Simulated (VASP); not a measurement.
Computed with vdW-DF2, VASP's PBE PAW potentials (set 64) (plane waves; VASP).

Input for VASP

### INCAR
```
SYSTEM = CsPbCl3
PREC = Accurate
ENCUT = 520
EDIFF = 1E-7
NELM = 100
ALGO = Normal
LREAL = .FALSE.
LASPH = .TRUE.
ISMEAR = 0
SIGMA = 0.05
GGA = ML
ZAB_VDW = -1.8867
LUSE_VDW = .TRUE.
AGGAC = 0.0
LMAXMIX = 4
LWAVE = .FALSE.
LCHARG = .FALSE.
ISIF = 2
```

### KPOINTS
```
Automatic mesh
0
Gamma
4 4 4
0 0 0
```

POSCAR:
```
CsPbCl3
1
    5.7306357321     0.0000000000     0.0000000000
    0.0000000000     5.7306357321     0.0000000000
    0.0000000000     0.0000000000     5.7306357321
Cs Pb Cl
1 1 3
Direct
  0.0000000000   0.0000000000   0.0000000000
  0.5000000000   0.5000000000   0.5000000000
  0.5000000000   0.0000000000   0.5000000000
  0.0000000000   0.5000000000   0.5000000000
  0.5000000000   0.5000000000   0.0000000000
```

POTCAR, in this order: Cs_sv Pb_d Cl (PBE.64 set). Program: vasp_std.

Output of the run:

OSZICAR:
```
       N       E                     dE             d eps       ncg     rms          rms(c)
DAV:   1     0.439723025610E+03    0.43972E+03   -0.19337E+04   520   0.152E+03
DAV:   2     0.444289098229E+02   -0.39529E+03   -0.38655E+03   656   0.352E+02
DAV:   3    -0.635318650888E+01   -0.50782E+02   -0.50587E+02   606   0.134E+02
DAV:   4    -0.854993338402E+01   -0.21967E+01   -0.21870E+01   708   0.363E+01
DAV:   5    -0.860870634477E+01   -0.58773E-01   -0.58714E-01   646   0.495E+00    0.501E+00
DAV:   6    -0.729244675684E+01    0.13163E+01   -0.29531E+00   734   0.160E+01    0.300E+00
DAV:   7    -0.719756265903E+01    0.94884E-01   -0.86171E-01   770   0.576E+00    0.197E+00
DAV:   8    -0.718892058503E+01    0.86421E-02   -0.12452E-01   722   0.278E+00    0.390E-01
DAV:   9    -0.718404030694E+01    0.48803E-02   -0.29691E-02   746   0.132E+00    0.153E-01
DAV:  10    -0.718438253574E+01   -0.34223E-03   -0.25021E-03   594   0.319E-01    0.929E-02
DAV:  11    -0.718445047419E+01   -0.67938E-04   -0.44271E-04   742   0.192E-01    0.227E-02
DAV:  12    -0.718445159758E+01   -0.11234E-05   -0.40455E-05   788   0.523E-02    0.115E-02
DAV:  13    -0.718445290531E+01   -0.13077E-05   -0.39181E-06   748   0.192E-02    0.436E-03
DAV:  14    -0.718445258708E+01    0.31823E-06   -0.15114E-06   730   0.827E-03    0.898E-04
DAV:  15    -0.718445256191E+01    0.25165E-07   -0.15770E-07   492   0.402E-03
   1 F= -.71844526E+01 E0= -.71844526E+01  d E =-.156019E-10
```

### OUTCAR
```
------------------------ aborting loop because EDIFF is reached ----------------------------------------
  FORCE on cell =-STRESS in cart. coord.  units (eV):
  Direction    XX          YY          ZZ          XY          YZ          ZX
  --------------------------------------------------------------------------------------
  Total        0.9055854      0.9055854      0.9055854      0.0000000     -0.0000000      0.0000000
  in kB        7.7095953      7.7095953      7.7095953      0.0000000     -0.0000000      0.0000000
  external PRESSURE =       7.7095953 kB  Pullay stress =       0.0000000 kB
  volume of cell :      188.20
      direct lattice vectors                 reciprocal lattice vectors
     5.730635732  0.000000000  0.000000000     0.174500709  0.000000000  0.000000000
     0.000000000  5.730635732  0.000000000     0.000000000  0.174500709  0.000000000
     0.000000000  0.000000000  5.730635732     0.000000000  0.000000000  0.174500709
 POSITION                                       TOTAL-FORCE (eV/Angst)
 -----------------------------------------------------------------------------------
      0.00000      0.00000      0.00000         0.000000      0.000000      0.000000
      2.86532      2.86532      2.86532         0.000000      0.000000      0.000000
      2.86532      0.00000      2.86532         0.000000      0.000000      0.000000
      0.00000      2.86532      2.86532         0.000000      0.000000      0.000000
      2.86532      2.86532      0.00000         0.000000      0.000000      0.000000
 -----------------------------------------------------------------------------------
    total drift:                                0.000000     -0.000000     -0.000000
  FREE ENERGIE OF THE ION-ELECTRON SYSTEM (eV)
  ---------------------------------------------------
  free  energy   TOTEN  =        -7.1844525619 eV

  energy  without entropy=       -7.1844525619  energy(sigma->0) =       -7.18445256
```
(Selected blocks of OUTCAR.)

The compound is CsPbCl3 in the cubic perovskite structure, the ideal cubic form; the compound distorts at low or room temperature. This cell is one point of a volume scan, at 0.97 of the reference volume.
